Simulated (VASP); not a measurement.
Input for VASP

File KPOINTS:
```
Automatic mesh
0
Gamma
5 5 4
0 0 0
```

**INCAR**
```
SYSTEM = PtSe2
PREC = Accurate
ENCUT = 400
EDIFF = 1E-6
NELM = 100
ALGO = Normal
LREAL = .FALSE.
LASPH = .TRUE.
ISMEAR = 0
SIGMA = 0.05
GGA = PE
LMAXMIX = 6
LWAVE = .FALSE.
LCHARG = .FALSE.
ISIF = 2
NBANDS = 10
```

**POSCAR**
```
PtSe2
1
    1.9023000000    -3.2948800000     0.0000000000
    1.9023000000     3.2948800000     0.0000000000
    0.0000000000     0.0000000000     5.1816000000
Pt Se
1 2
Direct
  0.0000000000   0.0000000000   0.0000000000
  0.3333330000   0.6666670000   0.2550000000
  0.6666670000   0.3333330000   0.7450000000
```

POTCAR, in this order: Pt Se (PBE.64 set). Program: vasp_std.

Task: Does this input run properly? What does VASP do?

Result: There is a fault: NBANDS is too small to hold all electrons. VASP stops with an error: The number of bands is not sufficient to hold all electrons. I am sorry, but this calculation does not make sense. If you want to calculate only selected states, you need to set either EFERMI or EREF. EREF specifies around which energy states are supposed to be calculated. I found NBANDS = 10, NELECT = 22. ----> I REFUSE TO CONTINUE WITH THIS SICK JOB ... BYE!!! <----

**standard output**
```
 POSCAR found type information on POSCAR PtSe
 POSCAR found :  2 types and       3 ions
 Reading from existing POTCAR
 Reading from existing POTCAR
 LDA part: xc-table for (Slater+PW92), standard interpolation

 -----------------------------------------------------------------------------
|                                                                             |
|     EEEEEEE  RRRRRR   RRRRRR   OOOOOOO  RRRRRR      ###     ###     ###     |
|     E        R     R  R     R  O     O  R     R     ###     ###     ###     |
|     E        R     R  R     R  O     O  R     R     ###     ###     ###     |
|     EEEEE    RRRRRR   RRRRRR   O     O  RRRRRR       #       #       #      |
|     E        R   R    R   R    O     O  R   R                               |
|     E        R    R   R    R   O     O  R    R      ###     ###     ###     |
|     EEEEEEE  R     R  R     R  OOOOOOO  R     R     ###     ###     ###     |
|                                                                             |
|     The number of bands is not sufficient to hold all electrons. I am       |
|     sorry, but this calculation does not make sense. If you want to         |
|     calculate only selected states, you need to set either EFERMI or        |
|     EREF. EREF specifies around which energy states are supposed to be      |
|     calculated.                                                             |
|     I found NBANDS = 10, NELECT = 22.                                       |
|                                                                             |
|       ---->  I REFUSE TO CONTINUE WITH THIS SICK JOB ... BYE!!! <----       |
|                                                                             |
 -----------------------------------------------------------------------------
```

To mend it, remove NBANDS.

The mended run (PBE GGA, plane waves, VASP's PBE PAW potentials (set 64)) converges, and its OSZICAR ends with
```
   1 F= -.14249731E+02 E0= -.14249201E+02  d E =-.106003E-02
```

The compound is PtSe2 in the 1T layered structure. The cell was not relaxed at this level.
